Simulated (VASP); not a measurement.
All values below come from PBE GGA with D3 dispersion (Becke-Johnson damping), VASP's PBE PAW potentials (set 64) (plane waves; VASP 6.6.1).

VASP ran on this input.

**KPOINTS**
```
Automatic mesh
0
Gamma
16 16 16
0 0 0
```

### POSCAR
```
In
1
   -1.6318626621     1.6318626621     2.5128279861
    1.6318626621    -1.6318626621     2.5128279861
    1.6318626621     1.6318626621    -2.5128279861
In
1
Direct
  0.0000000000   0.0000000000   0.0000000000
```

### INCAR
```
ALGO  =  Normal
EDIFF  =  1E-7
EDIFFG  =  -0.01
ENCUT  =  520
GGA  =  PE
IBRION  =  2
ISIF  =  4
ISMEAR  =  1
IVDW  =  12
LASPH  =  .TRUE.
LCHARG  =  .FALSE.
LMAXMIX  =  4
LREAL  =  .FALSE.
LWAVE  =  .FALSE.
NELM  =  100
NSW  =  30
PREC  =  Accurate
SIGMA  =  0.1
SYSTEM  =  In
```

POTCAR, in this order: In_d (PBE.64 set). Program: vasp_std.

What VASP printed:

OSZICAR:
```
       N       E                     dE             d eps       ncg     rms          rms(c)
DAV:   1     0.707634086954E+02    0.70763E+02   -0.65768E+03  7020   0.164E+03
DAV:   2     0.167942630762E+00   -0.70595E+02   -0.69711E+02  7094   0.289E+02
DAV:   3    -0.252336334362E+01   -0.26913E+01   -0.26768E+01  8164   0.644E+01
DAV:   4    -0.258143207704E+01   -0.58069E-01   -0.58050E-01  8762   0.966E+00
DAV:   5    -0.258391461547E+01   -0.24825E-02   -0.24824E-02  8560   0.164E+00    0.219E+00
DAV:   6    -0.256229049154E+01    0.21624E-01   -0.42524E-02  8004   0.453E+00    0.109E+00
DAV:   7    -0.255816828181E+01    0.41222E-02   -0.13601E-02  8184   0.238E+00    0.248E-01
DAV:   8    -0.255792712469E+01    0.24116E-03   -0.78724E-04  8560   0.558E-01    0.325E-02
DAV:   9    -0.255793284411E+01   -0.57194E-05   -0.13449E-05  9374   0.556E-02    0.130E-02
DAV:  10    -0.255793370798E+01   -0.86386E-06   -0.13030E-06  7606   0.140E-02    0.203E-03
DAV:  11    -0.255793367095E+01    0.37030E-07   -0.53762E-08  4944   0.281E-03
   1 F= -.28882508E+01 E0= -.28882101E+01  d E =-.288825E+01
       N       E                     dE             d eps       ncg     rms          rms(c)
DAV:   1    -0.255856894120E+01   -0.63523E-03   -0.18890E-02  8008   0.150E+00    0.121E-01
DAV:   2    -0.255826052623E+01    0.30841E-03   -0.42450E-04 10104   0.444E-01    0.795E-02
DAV:   3    -0.255806886138E+01    0.19166E-03   -0.22169E-04  8830   0.469E-01    0.197E-02
DAV:   4    -0.255807124941E+01   -0.23880E-05   -0.29309E-05  7588   0.639E-02    0.223E-02
DAV:   5    -0.255807117269E+01    0.76715E-07   -0.92094E-07  9810   0.134E-02
   2 F= -.28883883E+01 E0= -.28883515E+01  d E =-.137502E-03
       N       E                     dE             d eps       ncg     rms          rms(c)
DAV:   1    -0.256023202374E+01   -0.21608E-02   -0.71171E-02  7996   0.292E+00    0.235E-01
DAV:   2    -0.255906673393E+01    0.11653E-02   -0.16042E-03 10064   0.845E-01    0.155E-01
DAV:   3    -0.255834162157E+01    0.72511E-03   -0.84643E-04  8748   0.901E-01    0.384E-02
DAV:   4    -0.255835071963E+01   -0.90981E-05   -0.11103E-04  7538   0.124E-01    0.435E-02
DAV:   5    -0.255835052452E+01    0.19512E-06   -0.35250E-06 10236   0.260E-02    0.195E-02
DAV:   6    -0.255835036933E+01    0.15519E-06   -0.31245E-07  7522   0.109E-02    0.668E-03
DAV:   7    -0.255835035773E+01    0.11599E-07   -0.21690E-08  3758   0.315E-03
   3 F= -.28886678E+01 E0= -.28886558E+01  d E =-.417063E-03
       N       E                     dE             d eps       ncg     rms          rms(c)
DAV:   1    -0.256612491010E+01   -0.77745E-02   -0.28372E-01  7974   0.584E+00    0.469E-01
DAV:   2    -0.256146528896E+01    0.46596E-02   -0.64173E-03  9948   0.159E+00    0.309E-01
DAV:   3    -0.255857560116E+01    0.28897E-02   -0.34271E-03  8710   0.175E+00    0.763E-02
DAV:   4    -0.255861065750E+01   -0.35056E-04   -0.42678E-04  7594   0.241E-01    0.867E-02
DAV:   5    -0.255860994215E+01    0.71535E-06   -0.14200E-05 10120   0.523E-02    0.353E-02
DAV:   6    -0.255860943763E+01    0.50452E-06   -0.11485E-06  7680   0.204E-02    0.122E-02
DAV:   7    -0.255860941580E+01    0.21833E-07   -0.78758E-08  4128   0.614E-03
   4 F= -.28889290E+01 E0= -.28889325E+01  d E =-.678241E-03
```

OUTCAR:
```
------------------------ aborting loop because EDIFF is reached ----------------------------------------
 Edisp (eV)   -0.33032
  FORCE on cell =-STRESS in cart. coord.  units (eV):
  Direction    XX          YY          ZZ          XY          YZ          ZX
  --------------------------------------------------------------------------------------
  Total      -0.18519    -0.18519    -0.18756     0.00000    -0.00000     0.00000
  in kB     -11.08507   -11.08507   -11.22705     0.00000    -0.00000     0.00000
  external pressure =      -11.13 kB  Pullay stress =        0.00 kB
  volume of cell :       26.77
      direct lattice vectors                 reciprocal lattice vectors
    -1.620666419  1.620666419  2.547667252     0.000000000  0.308515062  0.196257969
     1.620666419 -1.620666419  2.547667252     0.308515062  0.000000000  0.196257969
     1.620666419  1.620666419 -2.547667252     0.308515062  0.308515062  0.000000000
 POSITION                                       TOTAL-FORCE (eV/Angst)
 -----------------------------------------------------------------------------------
      1.62067     -1.62067      2.54767        -0.000000      0.000000      0.000000
 -----------------------------------------------------------------------------------
    total drift:                                0.000000     -0.000000      0.000000
  FREE ENERGIE OF THE ION-ELECTRON SYSTEM (eV)
  ---------------------------------------------------
  free  energy   TOTEN  =        -2.8889290089 eV

  energy  without entropy=       -2.8889395636  energy(sigma->0) =       -2.88893253

 reached required accuracy - stopping structural energy minimisation
```
(Selected blocks of OUTCAR.)

CONTCAR:
```
In
   1.00000000000000
    -1.6206664191545566    1.6206664191545566    2.5476672519904584
     1.6206664191545566   -1.6206664191545566    2.5476672519904584
     1.6206664191545566    1.6206664191545566   -2.5476672519904584
  In
     1
Direct
     0.0000000000000000    1.0000000000000000    0.0000000000000000
```

The compound is In in the bct structure. This cell is one point of a volume scan, at 1.03 of the reference volume. Symmetry was kept, so distortions that lower it aren't found.
